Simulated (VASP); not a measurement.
Input:

```xyz
2
Lattice="0.0000 2.4900 2.4900 2.4900 0.0000 2.4900 2.4900 2.4900 0.0000" Properties=species:S:1:pos:R:3 pbc="T T T"
Gd     0.0000     0.0000     0.0000
N      2.4900     2.4900     2.4900
```

The numbers are results of vdW-DF-cx, VASP's PBE PAW potentials (set 64) (plane waves; VASP), not measurements. Run with 520 eV cut-off, 8×8×8 Γ-centred mesh, Gaussian smearing of 0.050 eV, potentials Gd_3 N.

The 4f electrons are frozen in the core of the lanthanide potential, so 4f levels, which can set the real gap, and their magnetism are missing. Energy and stress use the plane-wave basis of the starting cell.

Task: The ions, cell shape and volume are relaxed. Which structure does the run end with?

Result: 
```xyz
2
Lattice="0.0000 2.4683 2.4683 2.4683 0.0000 2.4683 2.4683 2.4683 0.0000" Properties=species:S:1:pos:R:3 pbc="T T T"
Gd     0.0000     0.0000     0.0000
N      2.4683     2.4683     2.4683
```
Space group Fm-3m (225), at a tolerance of 0.03 Å.

Task: How do energy and volume change from the first to the last step?

Result: The energy (σ→0) changes by -5.4 meV/atom and the volume by -2.6 %, in 3 ionic steps.

| step | E(σ→0) (eV) | max force (eV/Å) | pressure (GPa) | volume (Å³) |
|---|---|---|---|---|
| 1 | -12.8079 | 0.000 | -4.18 | 30.88 |
| 2 | -12.8018 | 0.000 | 5.85 | 29.11 |
| 3 | -12.8187 | 0.000 | -0.03 | 30.08 |

The compound is GdN in the rock salt structure. This run relaxes it. Symmetry was kept, so distortions that lower it aren't found.
